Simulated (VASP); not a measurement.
Given:

```
Si
1.0
    0.00000     2.71981     2.71981
    2.71981     0.00000     2.71981
    2.71981     2.71981     0.00000
Si
2
Cartesian
  0.00000   0.00000   0.00000
  1.35990   1.35990   1.35990
```

The numbers are results of r2SCAN meta-GGA, VASP's PBE PAW potentials (set 64) (plane waves; VASP), not measurements. Numerical set-up: 500 eV cut-off, 8×8×8 Γ-centred mesh, Gaussian smearing of 0.050 eV, potentials Si.

### Question
What does the run give for the energy per atom (σ→0)?

### Answer

| Quantity | Value |
|---|---|
| energy per atom (σ→0) | -8.774 eV/atom |

Total energies compare only between runs with the same potentials, cut-off and functional.

The compound is Si in the diamond structure. It was relaxed first.
